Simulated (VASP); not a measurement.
Given:

```
CELL_PARAMETERS angstrom
      0.00000     3.26780     3.26780
      3.26780     0.00000     3.26780
      3.26780     3.26780     0.00000
ATOMIC_POSITIONS crystal
  W  0.00000 0.00000 0.00000
  Al 0.25000 0.25000 0.25000
```

Calculation: PBEsol GGA, VASP's PBE PAW potentials (set 64) (plane waves; VASP). Run with 400 eV cut-off, 9×9×9 Γ-centred mesh, first-order Methfessel-Paxton smearing of 0.10 eV, potentials W_sv Al.

Energy and stress use the plane-wave basis of the starting cell.

Question: The ions, cell shape and volume are relaxed. What does this cell relax into?

Answer: 
```
CELL_PARAMETERS angstrom
      0.00000     2.87207     2.87207
      2.87207     0.00000     2.87207
      2.87207     2.87207     0.00000
ATOMIC_POSITIONS crystal
  W  0.00000 0.00000 0.00000
  Al 0.25000 0.25000 0.25000
```
Space group F-43m (216), at a tolerance of 0.03 Å.

Question: How do energy and volume change from the first to the last step?

Answer: The energy (σ→0) changes by -646.9 meV/atom and the volume by -32.1 %, in 14 ionic steps.

```csv
step,E(σ→0) (eV),max force (eV/Å),pressure (GPa),volume (Å³)
1,-11.3540,0.000,-13.29,69.79
2,-12.6033,0.000,5.27,44.44
3,-12.6477,0.000,0.13,47.25
4,-12.6471,0.000,-0.48,47.64
5,-12.6472,0.000,-0.49,47.63
6,-12.6473,0.000,-0.40,47.60
7,-12.6473,0.000,-0.42,47.60
8,-12.6473,0.000,-0.41,47.59
9,-12.6473,0.000,-0.41,47.59
10,-12.6473,0.000,-0.40,47.58
11,-12.6473,0.000,-0.40,47.57
12,-12.6474,0.000,-0.35,47.54
13,-12.6475,0.000,-0.23,47.49
14,-12.6477,0.000,-0.04,47.38
```

The structure was generated: WAl was put into the zinc blende type (F-43m), which need not be its known phase. This run relaxes it. Symmetry was kept, so distortions that lower it aren't found. The electron count is odd and the run is not spin-polarised, which forces a metal.
